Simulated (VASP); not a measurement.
Here is the system:

```yaml
crystal:
  lattice:
    - [0.00000, 2.68000, 2.68000]
    - [2.68000, 0.00000, 2.68000]
    - [2.68000, 2.68000, 0.00000]
  atoms:
    - { symbol: Co, position: [0.00000, 0.00000, 0.00000] }
    - { symbol: Si, position: [0.25000, 0.25000, 0.25000] }
    - { symbol: Si, position: [0.75000, 0.75000, 0.75000] }
```

These are PBE GGA, VASP's PBE PAW potentials (set 64) (plane waves; VASP) values and carry that method's errors. Run with 400 eV cut-off, 3×3×3 Monkhorst-Pack mesh, first-order Methfessel-Paxton smearing of 0.10 eV, potentials Co Si.

Gaps are read on the run's mesh, which can miss a band edge.

Question: Estimate the energy per atom (σ→0), band gap (on the k-mesh) with the smallest direct gap where there is one.

Answer: 
The band gap (on the k-mesh) comes out as none (metal, semimetal or under 0.01 eV) and the energy per atom (σ→0) is -6.367 eV/atom.

The compound is CoSi2 in the fluorite structure. The cell was not relaxed at this level. The k-mesh is coarse (spacing up to 0.68 per Å, 2π included), so the numbers may not be converged in it. The run is one of a series of settings (KPOINTS 3×3×3 Monkhorst-Pack mesh against the base run), some of them coarse on purpose. The run is not spin-polarised, so no magnetic state was tried. The electron count is odd and the run is not spin-polarised, which forces a metal.
